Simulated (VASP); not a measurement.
**Cr (Chromium): cell size against the level of theory**

Which functional gives the lattice of Cr (Chromium) as experiment finds it, and is a dearer one worth its cost? The levels: LDA, PBEsol, PBE, r2SCAN, PBE + D3(BJ), r2SCAN + rVV10, SCAN and revPBE + D3(BJ). The start is a cell from a database of measured crystal structures.

Method: LDA, spin-polarised from a ferromagnetic start (one magnetic atom a cell); plane waves and PAW (Cr_pv), in the first sound run; inputs show where later runs differ, in VASP 6.6.1.

## 1. The starting structure

The structure is cubic, space group Im-3m (No. 229). The conventional cell has a = 2.884 Å, b = 2.884 Å, c = 2.884 Å, α = 90.00°, β = 90.00°, γ = 90.00°. Nearest to Cr lie 8 Cr at 2.50 Å.

As a file:

```cif
data_structure
_symmetry_space_group_name_H-M 'P 1'
_symmetry_Int_Tables_number 1
_cell_length_a 2.4975
_cell_length_b 2.4975
_cell_length_c 2.4975
_cell_angle_alpha 109.471
_cell_angle_beta 109.471
_cell_angle_gamma 109.471
_cell_volume 11.99
loop_
_atom_site_label
_atom_site_type_symbol
_atom_site_fract_x
_atom_site_fract_y
_atom_site_fract_z
_atom_site_occupancy
Cr1 Cr 0.00000 0.00000 0.00000 1
```

## 2. Magnetic order: ferromagnetic

The properties of a magnet depend on its order, so a few collinear patterns are compared first on the cell as listed, beginning with all moments parallel. LDA, the lowest rung, knows the local density alone.

Contents of INCAR:

```
SYSTEM = Cr
PREC = Accurate
ENCUT = 400
EDIFF = 1E-06
NELM = 100
ISMEAR = -1
SIGMA = 0.05
LREAL = .FALSE.
ALGO = Normal
GGA = CA
NBANDS = 14
ISPIN = 2
MAGMOM = 3
LASPH = .TRUE.
LMAXMIX = 4
LORBIT = 11
LWAVE = .FALSE.
LCHARG = .FALSE.
KPAR = 4
ISIF = 2
```

Contents of POSCAR:

```
Cr
1.0
   -1.4419500000      1.4419500000      1.4419500000
    1.4419500000     -1.4419500000      1.4419500000
    1.4419500000      1.4419500000     -1.4419500000
Cr
1
Direct
    0.0000000000      0.0000000000      0.0000000000
```

Contents of KPOINTS:

```
Automatic mesh
0
Gamma
11 11 11
0 0 0
```

The projector-augmented-wave data sets are Cr_pv (PBE family, release 64).

Command:

```console
> mpirun -np 4 vasp_std
```

What it wrote:

```text
[banner, memory and clock lines left out]
running    4 mpi-ranks, on    1 nodes
 distrk:  each k-point on    1 cores,    4 groups
 distr:  one band on    1 cores,    1 groups

 POSCAR found type information on POSCAR Cr
 POSCAR found :  1 types and       1 ions
|                                                                             |
|               ----> ADVICE to this user running VASP <----                  |
|                                                                             |
|     You enforced a specific xc type in the INCAR file but a different       |
|     [... a line on the potential file left out ...]
|     I HOPE YOU KNOW WHAT YOU ARE DOING!                                     |
|                                                                             |

 LDA part: xc-table for (Slater(with rela. corr.)+CA(PZ))
 , standard interpolation
 POSCAR, INCAR and KPOINTS ok, starting setup
 FFT: planning ... GRIDC
 FFT: planning ... GRID_SOFT
 FFT: planning ... GRID
 WAVECAR not read
 entering main loop
       N       E                     dE             d eps       ncg     rms          rms(c)
DAV:   1     0.670540124438E+02    0.67054E+02   -0.55887E+03  3234   0.803E+02
DAV:   2    -0.100952853651E+02   -0.77149E+02   -0.74051E+02  3322   0.238E+02
DAV:   3    -0.111563361543E+02   -0.10611E+01   -0.10592E+01  3424   0.326E+01
DAV:   4    -0.111605888154E+02   -0.42527E-02   -0.42526E-02  3472   0.202E+00
DAV:   5    -0.111606257022E+02   -0.36887E-04   -0.36887E-04  3454   0.171E-01    0.193E+01
DAV:   6    -0.105345642224E+02    0.62606E+00   -0.34410E+00  3166   0.322E+01    0.438E+00
DAV:   7    -0.105527857431E+02   -0.18222E-01   -0.10683E-01  3208   0.318E+00    0.225E+00
DAV:   8    -0.105514703440E+02    0.13154E-02   -0.49379E-03  3346   0.668E-01    0.954E-01
DAV:   9    -0.105451441751E+02    0.63262E-02   -0.27312E-03  3238   0.629E-01    0.163E-01
DAV:  10    -0.105454586088E+02   -0.31443E-03   -0.40508E-04  3178   0.141E-01    0.370E-02
DAV:  11    -0.105454725819E+02   -0.13973E-04   -0.96467E-06  3466   0.371E-02    0.154E-02
DAV:  12    -0.105454756615E+02   -0.30795E-05   -0.66921E-07  2232   0.829E-03    0.589E-03
DAV:  13    -0.105454758767E+02   -0.21528E-06   -0.42811E-08  1574   0.259E-03
   1 F= -.10545476E+02 E0= -.10540655E+02  d E =-.964130E-02  mag=    -0.0002
```

Wall time 1.8 s (4 MPI ranks of Intel Xeon 6975P-C (Granite Rapids), shared host); peak memory 0.45 GiB.

The logs omit lines about the potential files and the build; timing stands in the text.

From OUTCAR (step 2):

```text
ion  position               nearest neighbor table
   1  0.000  0.000  0.000-

  LATTYP: Found a body centered cubic cell.
 ALAT       =     2.8839000000

 Subroutine GETGRP returns: Found 48 space group operations
 (whereof 48 operations were pure point group operations)

The static configuration has the point symmetry O_h .

 Found     56 irreducible k-points:

   k-points           NKPTS =     56   k-points in BZ     NKDIM =     56   number of bands    NBANDS=     14

   dimension x,y,z NGX =    16 NGY =   16 NGZ =   16
   dimension x,y,z NGXF=    32 NGYF=   32 NGZF=   32

   ENCUT  =  400.0 eV  29.40 Ry    5.42 a.u.   4.07  4.07  4.07*2*pi/ulx,y,z

   NELECT =      12.0000    total number of electrons

 k-points in reciprocal lattice and weights: Automatic mesh
   0.00000000  0.00000000  0.00000000       0.001
   0.09090909  0.00000000  0.00000000       0.009
   0.18181818  0.00000000  0.00000000       0.009
   0.27272727  0.00000000  0.00000000       0.009
   0.36363636  0.00000000  0.00000000       0.009
   0.45454545  0.00000000  0.00000000       0.009
   0.09090909  0.09090909  0.00000000       0.018
   0.18181818  0.09090909 -0.00000000       0.036
   0.27272727  0.09090909  0.00000000       0.036
[...]
-0.45454545 -0.45454545  0.36363636       0.006
  -0.45454545  0.45454545  0.45454545       0.005

 average (electrostatic) potential at core
       1 -66.0591

 E-fermi :  10.0769

 spin component 1
 k-point     1 :       0.0000    0.0000    0.0000
  band No.  band energies     occupation
    ...
      3     -32.2678      1.00000
      4       2.4365      1.00000
      5       9.2257      1.00000
      6       9.2257      1.00000
      7       9.2257      1.00000
      8      11.1241      0.00000
      9      11.1241      0.00000
     10      17.1155      0.00000
     11      32.1669      0.00000
     12      32.1669      0.00000
    ...

 k-point     2 :       0.0909    0.0000    0.0000
  band No.  band energies     occupation
    ...
      3     -32.2678      1.00000
      4       2.7858      1.00000
      5       9.0960      1.00000
      6       9.2002      1.00000
      7       9.4596      1.00000
      8      10.9894      0.00000
      9      11.1342      0.00000
     10      17.1158      0.00000
     11      31.2885      0.00000
     12      32.0127      0.00000
    ...

 k-point     3 :       0.1818    0.0000    0.0000
  band No.  band energies     occupation
    ...
      2     -32.3462      1.00000
      3     -32.2688      1.00000
      4       3.7498      1.00000
      5       8.7601      1.00000
      6       9.0519      1.00000
      7      10.1176      0.30683
      8      10.8079      0.00000
      9      11.1728      0.00000
     10      17.1157      0.00000
     11      28.9194      0.00000
    ...

 k-point     4 :       0.2727    0.0000    0.0000
  band No.  band energies     occupation
    ...
      2     -32.4205      1.00000
      3     -32.2695      1.00000
      4       4.9887      1.00000
      5       8.3467      1.00000
      6       8.9365      1.00000
      7      10.8624      0.00000
      8      11.0664      0.00000
      9      11.2512      0.00000
     10      17.1157      0.00000
     11      25.6759      0.00000
    ...

 k-point     5 :       0.3636    0.0000    0.0000
  band No.  band energies     occupation
    ...
      2     -32.4883      1.00000
      3     -32.2708      1.00000
      4       5.7436      1.00000
      5       7.9893      1.00000
      6       9.6239      0.99988
      7      11.0559      0.00000
      8      11.3524      0.00000
      9      12.0560      0.00000
     10      17.1155      0.00000
     11      22.3761      0.00000
    ...

 k-point     6 :       0.4545    0.0000    0.0000
  band No.  band energies     occupation
      1     -33.0908      1.00000
      2     -32.5281      1.00000
      3     -32.2716      1.00000
      4       5.8484      1.00000
      5       7.7858      1.00000
      6      10.8829      0.00000
      7      11.2015      0.00000
      8      11.4276      0.00000
      9      12.7186      0.00000
     10      17.1151      0.00000
    ...

  Total       -1.9030529     -1.9030529     -1.9030529     -0.0000000      0.0000000     -0.0000000
  in kB     -254.2440850   -254.2440850   -254.2440850     -0.0000000      0.0000000     -0.0000000
  external PRESSURE =    -254.2440850 kB  Pullay stress =       0.0000000 kB

  energy-cutoff  :      400.00
  volume of cell :       11.99
      direct lattice vectors                 reciprocal lattice vectors
    -1.441950000  1.441950000  1.441950000     0.000000000  0.346752661  0.346752661
     1.441950000 -1.441950000  1.441950000     0.346752661  0.000000000  0.346752661
     1.441950000  1.441950000 -1.441950000     0.346752661  0.346752661  0.000000000

 POSITION                                       TOTAL-FORCE (eV/Angst)
 -----------------------------------------------------------------------------------
      0.00000      0.00000      0.00000        -0.000000     -0.000000     -0.000000
 -----------------------------------------------------------------------------------
    total drift:                                0.000000      0.000000     -0.000000

  FREE ENERGIE OF THE ION-ELECTRON SYSTEM (eV)
  ---------------------------------------------------
  free  energy   TOTEN  =       -10.5454758767 eV

  energy  without entropy=      -10.5358345806  energy(sigma->0) =      -10.54065523

 total charge
# of ion       s       p       d       tot
------------------------------------------
    1        0.386   6.382   4.199  10.967

 magnetization (x)
# of ion       s       p       d       tot
------------------------------------------
    1        0.000   0.000  -0.000  -0.000

[... 6 further parts left out ...]
```

The k-mesh is coarse for a metal. The PAW data sets were made with PBE, though LDA sets exist; this is a small mismatch. At this level the cell is under a tension of 25.4 GPa, so at these settings it is away from equilibrium.

Numbers from this step:

| Quantity | Value |
| --- | --- |
| SCF cycles | 13 |
| electrons | 12 |
| bands | 14 |
| irreducible k-points | 56 |
| symmetry operations | 48 |
| free energy (TOTEN) | -10.55 eV |
| energy at zero smearing | -10.54 eV |
| Fermi energy | 10.08 eV |
| pressure | -25.42 GPa |
| metallic | yes |

The spin moment in the PAW sphere vanishes on all atoms.

The moments fall under 0.1 μB, and the mesh shows no gap.

## 3. Magnetic order: antiferromagnetic, q = (0, 0, 1/2)

This step: LDA, spin-polarised from an antiferromagnetic start; plane waves and PAW (Cr_pv) (VASP 6.6.1).

System of this step: Cr (Chromium). Symmetry: Im-3m, No. 229, cubic system. Conventional cell: a = 2.884 Å, b = 2.884 Å, c = 2.884 Å, α = 90.00°, β = 90.00°, γ = 90.00°. Cr has 8 Cr at 2.50 Å nearest.

Next, a pattern with opposite moments, which needs a doubled cell; q is given in the reciprocal vectors of the primitive cell.

Changes to INCAR since step 2:

```diff
@@ -10,5 +10,5 @@
 GGA = CA
-NBANDS = 14
+NBANDS = 19
 ISPIN = 2
-MAGMOM = 3
+MAGMOM = 3 -3
 LASPH = .TRUE.
```

Contents of POSCAR:

```
Cr
1.0
   -1.4419500000      1.4419500000      1.4419500000
    1.4419500000     -1.4419500000      1.4419500000
    2.8839000000      2.8839000000     -2.8839000000
Cr
2
Direct
    0.0000000000      0.0000000000      0.0000000000
    0.0000000000      0.0000000000      0.5000000000
```

KPOINTS is that of step 2.

Command:

```console
> mpirun -np 4 vasp_std
```

What it wrote:

```text
[banner, memory and clock lines left out]
running    4 mpi-ranks, on    1 nodes
 distrk:  each k-point on    1 cores,    4 groups
 distr:  one band on    1 cores,    1 groups

 POSCAR found type information on POSCAR Cr
 POSCAR found :  1 types and       2 ions
 [... a notice as in an earlier step ...]

 LDA part: xc-table for (Slater(with rela. corr.)+CA(PZ))
 , standard interpolation
 POSCAR, INCAR and KPOINTS ok, starting setup
 FFT: planning ... GRIDC
 FFT: planning ... GRID_SOFT
 FFT: planning ... GRID
 WAVECAR not read
 entering main loop
       N       E                     dE             d eps       ncg     rms          rms(c)
DAV:   1     0.208420012717E+03    0.20842E+03   -0.12055E+04 16544   0.128E+03
DAV:   2    -0.160240373542E+02   -0.22444E+03   -0.21951E+03 16607   0.398E+02
DAV:   3    -0.231109011222E+02   -0.70869E+01   -0.69939E+01 17600   0.854E+01
DAV:   4    -0.232193407504E+02   -0.10844E+00   -0.10816E+00 22184   0.949E+00
DAV:   5    -0.232212960495E+02   -0.19553E-02   -0.19435E-02 18370   0.118E+00    0.246E+01
DAV:   6    -0.208500513807E+02    0.23712E+01   -0.19512E+01 16917   0.473E+01    0.790E+00
DAV:   7    -0.210910586195E+02   -0.24101E+00   -0.75772E-01 17514   0.649E+00    0.456E+00
DAV:   8    -0.211001732171E+02   -0.91146E-02   -0.49679E-02 19094   0.229E+00    0.162E+00
DAV:   9    -0.210982811190E+02    0.18921E-02   -0.16045E-01 19785   0.368E+00    0.332E-01
DAV:  10    -0.210991245018E+02   -0.84338E-03   -0.56948E-03 17431   0.634E-01    0.881E-02
DAV:  11    -0.210991732619E+02   -0.48760E-04   -0.19465E-04 24027   0.129E-01    0.476E-02
DAV:  12    -0.210991947506E+02   -0.21489E-04   -0.98084E-05 20496   0.102E-01    0.181E-02
DAV:  13    -0.210991974192E+02   -0.26686E-05   -0.18179E-05 19641   0.390E-02    0.442E-03
DAV:  14    -0.210991974998E+02   -0.80549E-07   -0.76648E-07  9916   0.988E-03
   1 F= -.21099197E+02 E0= -.21090706E+02  d E =-.169839E-01  mag=     0.0000
```

Wall time 12 s (4 MPI ranks); peak memory 0.74 GiB.

OUTCAR, selected parts (step 3):

```text
  LATTYP: Found a base centered orthorhombic cell.
 ALAT       =     2.8839000000
 B/A-ratio  =     1.4142135624
 C/A-ratio  =     1.4142135624

 Subroutine GETGRP returns: Found  8 space group operations
 (whereof  8 operations were pure point group operations)

The static configuration has the point symmetry D_2h.

 Found    216 irreducible k-points:

   k-points           NKPTS =    216   k-points in BZ     NKDIM =    216   number of bands    NBANDS=     19

   dimension x,y,z NGX =    16 NGY =   16 NGZ =   36
   dimension x,y,z NGXF=    32 NGYF=   32 NGZF=   72

   ENCUT  =  400.0 eV  29.40 Ry    5.42 a.u.   4.07  4.07  8.15*2*pi/ulx,y,z

   NELECT =      24.0000    total number of electrons

 E-fermi :  10.0873

 spin component 1
 k-point     1 :       0.0000    0.0000    0.0000
  band No.  band energies     occupation
    ...
      8       5.8445      1.00000
      9       7.7603      1.00000
     10       9.2232      1.00000
     11       9.2234      1.00000
     12       9.2269      1.00000
     13      11.1222      0.00000
     14      11.1248      0.00000
     15      11.1376      0.00000
     16      11.2134      0.00000
     17      11.4364      0.00000
    ...

 k-point     2 :       0.0909    0.0000    0.0000
  band No.  band energies     occupation
    ...
      9       7.8207      1.00000
     10       9.0944      1.00000
     11       9.1995      1.00000
     12       9.4581      1.00000
     13      10.0752      0.56062
     14      10.9881      0.00000
     15      11.0968      0.00000
     16      11.1342      0.00000
     17      11.7286      0.00000
     18      13.4443      0.00000
    ...

 k-point     3 :       0.1818    0.0000    0.0000
  band No.  band energies     occupation
    ...
      8       6.5881      1.00000
      9       7.8906      1.00000
     10       8.7586      1.00000
     11       8.8912      1.00000
     12       9.0512      1.00000
     13      10.1161      0.36021
     14      10.8067      0.00000
     15      10.9889      0.00000
     16      11.1728      0.00000
     17      11.6278      0.00000
    ...

 k-point     4 :       0.2727    0.0000    0.0000
  band No.  band energies     occupation
    ...
      8       6.8520      1.00000
      9       7.8308      1.00000
     10       8.3453      1.00000
     11       8.5803      1.00000
     12       8.9359      1.00000
     13      10.8612      0.00000
     14      10.9510      0.00000
     15      11.0648      0.00000
     16      11.2511      0.00000
     17      11.5917      0.00000
    ...

  Total       -3.8301501     -3.8301501     -3.7904073      0.0168013      0.0000000      0.0000000
  in kB     -255.8502157   -255.8502157   -253.1954370      1.1223126      0.0000000      0.0000000
  external PRESSURE =    -254.9652895 kB  Pullay stress =       0.0000000 kB

  energy-cutoff  :      400.00
  volume of cell :       23.99
      direct lattice vectors                 reciprocal lattice vectors
    -1.441950000  1.441950000  1.441950000     0.000000000  0.346752661  0.346752661
     1.441950000 -1.441950000  1.441950000     0.346752661  0.000000000  0.346752661
     2.883900000  2.883900000 -2.883900000     0.173376331  0.173376331  0.000000000

 POSITION                                       TOTAL-FORCE (eV/Angst)
 -----------------------------------------------------------------------------------
      0.00000      0.00000      0.00000        -0.000000      0.000000     -0.000000
      1.44195      1.44195     -1.44195         0.000000     -0.000000      0.000000
 -----------------------------------------------------------------------------------
    total drift:                                0.000000      0.000000     -0.000000

  FREE ENERGIE OF THE ION-ELECTRON SYSTEM (eV)
  ---------------------------------------------------
  free  energy   TOTEN  =       -21.0991974998 eV

  energy  without entropy=      -21.0822135573  energy(sigma->0) =      -21.09070553

 total charge
# of ion       s       p       d       tot
------------------------------------------
    1        0.386   6.382   4.199  10.967
    2        0.386   6.382   4.199  10.967
--------------------------------------------------
tot          0.771  12.764   8.399  21.934

 magnetization (x)
# of ion       s       p       d       tot
------------------------------------------
    1       -0.000  -0.000  -0.000  -0.000
    2        0.000   0.000   0.000   0.000
--------------------------------------------------
tot          0.000   0.000   0.000   0.000

[... 6 further parts left out ...]
```

At this level the cell is under a tension of 25.5 GPa, so at these settings it is away from equilibrium.

Numbers from this step:

* SCF cycles: 14
* electrons: 24
* bands: 19
* irreducible k-points: 216
* symmetry operations: 8
* free energy (TOTEN): -21.10 eV
* energy at zero smearing: -21.09 eV
* Fermi energy: 10.09 eV
* pressure: -25.50 GPa

The spin moment in the PAW sphere vanishes on all atoms.

The energy lies -4.7 meV an atom from the first pattern, a difference of sampling, since both runs hold the same state. The moments fall under 0.1 μB, and the mesh shows no gap.

(Continued in part 2 of 4.)

[Lines on the potential files, build, host, timing and source positions are cut from VASP's logs without a mark.]

[Logs are printed without paths, hosts, clocks, repeated set-up lines and the standing remarks that a program may print on its own settings, such as how far it seeks lower states.]

[Hosts, paths, dates, database ids (printed as entryN), source tags and the programs' standing remarks are cut or masked in the printed files.]

[A measured line is paired with the nearest computed mode of its activity, which favours agreement.]
